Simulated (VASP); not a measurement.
OSZICAR of a VASP run on V (bcc):

**OSZICAR**
```
       N       E                     dE             d eps       ncg     rms          rms(c)
DAV:   1     0.822384833712E+02    0.82238E+02   -0.71197E+03  3300   0.138E+03
DAV:   2    -0.969734648435E+01   -0.91936E+02   -0.90020E+02  3394   0.362E+02
DAV:   3    -0.111139392133E+02   -0.14166E+01   -0.13911E+01  3454   0.526E+01
DAV:   4    -0.111228367408E+02   -0.88975E-02   -0.88942E-02  3338   0.436E+00
DAV:   5    -0.111229371673E+02   -0.10043E-03   -0.10043E-03  3446   0.465E-01    0.207E+01
DAV:   6    -0.966455243749E+01    0.14584E+01   -0.56295E+00  3314   0.361E+01    0.226E+00
DAV:   7    -0.964062583105E+01    0.23927E-01   -0.28342E-02  3340   0.223E+00    0.107E+00
DAV:   8    -0.963111130908E+01    0.95145E-02   -0.73108E-03  3322   0.154E+00    0.111E-01
DAV:   9    -0.963113193884E+01   -0.20630E-04   -0.15091E-04  3324   0.201E-01    0.341E-02
DAV:  10    -0.963113842065E+01   -0.64818E-05   -0.96897E-06  3322   0.409E-02    0.134E-03
DAV:  11    -0.963113849262E+01   -0.71966E-07   -0.47108E-08  1654   0.354E-03
   1 F= -.96311385E+01 E0= -.96307774E+01  d E =-.963114E+01
       N       E                     dE             d eps       ncg     rms          rms(c)
DAV:   1    -0.970427288370E+01   -0.73134E-01   -0.15371E+00  3300   0.223E+01    0.299E+00
DAV:   2    -0.963201456111E+01    0.72258E-01   -0.33518E-01  3308   0.845E+00    0.592E-01
DAV:   3    -0.963116714316E+01    0.84742E-03   -0.12715E-03  3300   0.555E-01    0.310E-01
DAV:   4    -0.963079463374E+01    0.37251E-03   -0.72387E-04  3304   0.358E-01    0.220E-02
DAV:   5    -0.963079822787E+01   -0.35941E-05   -0.93832E-06  3358   0.450E-02    0.710E-03
DAV:   6    -0.963079828906E+01   -0.61192E-07   -0.12050E-06  2316   0.152E-02
   2 F= -.96307983E+01 E0= -.96303918E+01  d E =0.340204E-03
       N       E                     dE             d eps       ncg     rms          rms(c)
DAV:   1    -0.965504689230E+01   -0.24249E-01   -0.48410E-01  3300   0.124E+01    0.174E+00
DAV:   2    -0.963200494141E+01    0.23042E-01   -0.10397E-01  3310   0.480E+00    0.362E-01
DAV:   3    -0.963173906044E+01    0.26588E-03   -0.39487E-04  3300   0.314E-01    0.192E-01
DAV:   4    -0.963162091901E+01    0.11814E-03   -0.23529E-04  3304   0.203E-01    0.120E-02
DAV:   5    -0.963162081539E+01    0.10362E-06   -0.25955E-06  3008   0.238E-02
   3 F= -.96316208E+01 E0= -.96312345E+01  d E =-.482323E-03
```

Question: Which electronic solver shows in the log?

Answer: It is blocked Davidson (ALGO = Normal, or the opening steps of other solvers). The INCAR had ALGO = Normal.

Question: How was spin treated?

Answer: Without spin polarisation: there is no mag entry.

Question: Can the final energy be trusted as converged?

Answer: The calculation finished and met its thresholds. It stopped with EDIFF = 1E-6, NELM = 100, NSW = 40 and EDIFFG = -0.02 after 3 ionic steps (PBEsol GGA, plane waves, VASP's PBE PAW potentials (set 64)).

The compound is V in the bcc structure. This run relaxes it. Symmetry was kept, so distortions that lower it aren't found. The run is not spin-polarised, so no magnetic state was tried.
